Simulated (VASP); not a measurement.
Input:

```
K
1.0
   -2.64000     2.64000     2.64000
    2.64000    -2.64000     2.64000
    2.64000     2.64000    -2.64000
K
1
Cartesian
  0.00000   0.00000   0.00000
```

Computed with PBE GGA with D3 dispersion (Becke-Johnson damping), VASP's PBE PAW potentials (set 64) (plane waves; VASP 6.6.1). Numerical set-up: 520 eV cut-off, 9×9×9 Γ-centred mesh, first-order Methfessel-Paxton smearing of 0.10 eV, potentials K_sv.

Energy and stress use the plane-wave basis of the starting cell.

Task: The ions, cell shape and volume are relaxed. Give the cell that the relaxation ends in.

Result: 
```
K
1.0
   -2.57988     2.57988     2.57988
    2.57988    -2.57988     2.57988
    2.57988     2.57988    -2.57988
K
1
Direct
  0.00000   0.00000   0.00000
```
Space group Im-3m (229), at a tolerance of 0.03 Å.

Task: How do energy and volume change from the first to the last step?

Result: The energy (σ→0) changes by -4.3 meV/atom and the volume by -6.7 %, in 5 ionic steps.

The compound is K in the bcc structure. This run relaxes it. Symmetry was kept, so distortions that lower it aren't found.
